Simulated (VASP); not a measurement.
VASP ran on this input.

### KPOINTS
```
Automatic mesh
0
Gamma
7 7 7
0 0 0
```

**INCAR**
```
SYSTEM = MnS
PREC = Accurate; ENCUT = 400; LREAL = .FALSE.
LASPH = .TRUE.
EDIFF = 1E-6; NELM = 100; ALGO = Normal
LMAXMIX = 4
ISMEAR = 0; SIGMA = 0.05
GGA = PE
MAGMOM = 5.0 -5.0 2*0.0
ISPIN = 2
IBRION = 2; NSW = 60; ISIF = 3
EDIFFG = -0.02
LWAVE = .FALSE.; LCHARG = .FALSE.; LORBIT = 10
```

**POSCAR**
```
MnS
1.0
  5.1170184555   2.5523414050   2.5523414050
  2.5523414050   5.1170184555   2.5523414050
  2.5523414050   2.5523414050   5.1170184555
Mn S
2 2
Cart
  0.0000000000   0.0000000000   0.0000000000
  5.1108506328   5.1108506328   5.1108506328
  2.5554253164   2.5554253164   2.5554253164
  7.6662759491   7.6662759491   7.6662759491
```

POTCAR, in this order: Mn_pv S (PBE.64 set). Program: vasp_std.

Question: Translate this PBE calculation to Quantum ESPRESSO's pw.x.

Answer: One equivalent input (not run):
```
&CONTROL
  calculation = 'vc-relax'
  pseudo_dir = './pseudo'
  outdir = './out'
  tprnfor = .true.
  tstress = .true.
  nstep = 60
  forc_conv_thr = 0.00078
/
&SYSTEM
  ibrav = 0
  nat = 4
  ntyp = 3
  ecutwfc = 96
  occupations = 'smearing'
  smearing = 'gaussian'
  degauss = 0.003675
  input_dft = 'pbe'
  nspin = 2
  starting_magnetization(1) = 0.5
  starting_magnetization(2) = -0.5
/
&ELECTRONS
  conv_thr = 7.3e-08
  electron_maxstep = 100
/
&IONS
/
&CELL
/
ATOMIC_SPECIES
  Mn1 54.938 Mn.upf
  Mn2 54.938 Mn.upf
  S 32.060 S.upf
CELL_PARAMETERS angstrom
     5.1170185    2.5523414    2.5523414
     2.5523414    5.1170185    2.5523414
     2.5523414    2.5523414    5.1170185
ATOMIC_POSITIONS crystal
  Mn1  0.0000000  0.0000000  0.0000000
  Mn2  0.5000000  0.5000000  0.5000000
  S    0.2500000  0.2500000  0.2500000
  S    0.7500000  0.7500000  0.7500000
K_POINTS automatic
  7 7 7 0 0 0
```
The two are equivalent in intent, not identical: the potentials are each code's own (VASP's PAW set, PseudoDojo norm-conserving files in pw.x), so ENCUT and ecutwfc are chosen apart and not converted; conv_thr bounds pw.x's estimated SCF error, while EDIFF bounds the energy change between steps; starting_magnetization is a fraction of the valence charge and MAGMOM a moment in μB, so they match only roughly; forc_conv_thr acts on force components and is met together with etot_conv_thr.

The compound is MnS in the rock salt, AFM-II order structure. It was relaxed first, which changed the volume by -5 %. The start is the result of an earlier pass.
